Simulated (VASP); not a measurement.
Consider the following.

```
CELL_PARAMETERS angstrom
      4.27391     0.00000     0.00000
      0.00000     4.27391     0.00000
      0.00000     0.00000     7.52554
ATOMIC_POSITIONS crystal
  La 0.00000 0.50000 0.00000
  La 0.50000 0.00000 0.50000
  P  0.00000 0.00000 0.25000
  P  0.00000 0.00000 0.75000
```

Computed with PBE GGA, VASP's PBE PAW potentials (set 64) (plane waves; VASP). Settings: 800 eV cut-off, 5×5×3 Γ-centred mesh, Gaussian smearing of 0.050 eV, potentials La P_h.

Q: What does the run give for the energy per atom (σ→0), pressure, band gap (on the k-mesh) with the smallest direct gap where there is one?

A: 
band gap (on the k-mesh): none (metal, semimetal or under 0.01 eV)
energy per atom (σ→0): -5.889 eV/atom
pressure: 1.58 GPa

The structure was generated: LaP was put into the PtS type (P4_2/mmc), which need not be its known phase. The cell was not relaxed at this level. The run is one of a series of settings (ENCUT = 800, POTCAR La P_h (PBE.64 set) against the base run), some of them coarse on purpose.
